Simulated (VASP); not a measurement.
Input:

```
CELL_PARAMETERS angstrom
      4.12983     2.06098     2.06098
      2.06098     4.12983     2.06098
      2.06098     2.06098     4.12983
ATOMIC_POSITIONS crystal
  Ni 0.00000 0.00000 0.00000
  Ni 0.50000 0.50000 0.50000
  O  0.25000 0.25000 0.25000
  O  0.75000 0.75000 0.75000
```
Starting moments (μB, in the order of the record's atoms Ni Ni O O): 1.3 -1.3 0.0 0.0.

The numbers are results of vdW-DF-cx, VASP's PBE PAW potentials (set 64) (plane waves; VASP), not measurements. Numerical set-up: 520 eV cut-off, 10×10×10 Γ-centred mesh, tetrahedra with Blöchl corrections, potentials Ni O.

The cores are frozen, which limits the accuracy of field gradients.

Question: Give the principal components of the electric field gradient (V/Å²) and the asymmetry η at each nucleus.

Answer: 
| atom | Vxx | Vyy | Vzz | η |
|---|---|---|---|---|
| Ni1 | -1.0 | -1.0 | 2.1 | 0.00 |
| Ni2 | -1.0 | -1.0 | 2.1 | 0.00 |
| O3 | 2.0 | 2.0 | -4.0 | 0.00 |
| O4 | 2.0 | 2.0 | -4.0 | 0.00 |

The compound is NiO in the rock salt, AFM-II order structure. It was relaxed first.
